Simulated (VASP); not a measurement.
VASP ran on this input.

INCAR:
```
SYSTEM = ZrS2
PREC = Accurate; ENCUT = 480; LREAL = F
LASPH = T
EDIFF = 1E-6; NELM = 100; ALGO = Normal
LMAXMIX = 4
ISMEAR = 0; SIGMA = 0.05
GGA = PE; IVDW = 12
IBRION = 2; NSW = 60; ISIF = 3
EDIFFG = -0.02
LWAVE = F; LCHARG = F
```

KPOINTS:
```
Automatic
0
G
6 6 4
0 0 0
```

File POSCAR:
```
ZrS2
1.0
  3.6415117335   0.0000000000   0.0000000000
 -1.8207558667   3.1536416912   0.0000000000
  0.0000000000   0.0000000000   5.7707778372
Zr S
1 2
direct
  1.0000000000   0.0000000000   0.0000000000
  0.3333330000   0.6666670000   0.2523789258
  0.6666670000   0.3333330000   0.7476210742
```

POTCAR, in this order: Zr_sv S (PBE.64 set). Program: vasp_std.

Question: Translate this PBE-D3(BJ) calculation to Quantum ESPRESSO's pw.x.

Answer: One equivalent input (not run):
```
&CONTROL
  calculation = 'vc-relax'
  pseudo_dir = './pseudo'
  outdir = './out'
  tprnfor = .true.
  tstress = .true.
  nstep = 60
  forc_conv_thr = 0.00078
/
&SYSTEM
  ibrav = 0
  nat = 3
  ntyp = 2
  ecutwfc = 66
  occupations = 'smearing'
  smearing = 'gaussian'
  degauss = 0.003675
  input_dft = 'pbe'
  vdw_corr = 'grimme-d3'
  dftd3_version = 4
  dftd3_threebody = .false.
/
&ELECTRONS
  conv_thr = 7.3e-08
  electron_maxstep = 100
/
&IONS
/
&CELL
/
ATOMIC_SPECIES
  Zr 91.224 Zr.upf
  S 32.060 S.upf
CELL_PARAMETERS angstrom
     3.6415117   -0.0000000   -0.0000000
    -1.8207559    3.1536417    0.0000000
     0.0000000   -0.0000000    5.7707778
ATOMIC_POSITIONS crystal
  Zr   1.0000000  0.0000000  0.0000000
  S    0.3333330  0.6666670  0.2523789
  S    0.6666670  0.3333330  0.7476211
K_POINTS automatic
  6 6 4 0 0 0
```
The two are equivalent in intent, not identical: the potentials are each code's own (VASP's PAW set, PseudoDojo norm-conserving files in pw.x), so ENCUT and ecutwfc are chosen apart and not converted; conv_thr bounds pw.x's estimated SCF error, while EDIFF bounds the energy change between steps; forc_conv_thr acts on force components and is met together with etot_conv_thr.

The compound is ZrS2 in the 1T layered structure. This run relaxes it. Symmetry was kept, so distortions that lower it aren't found. The start is the result of an earlier pass.
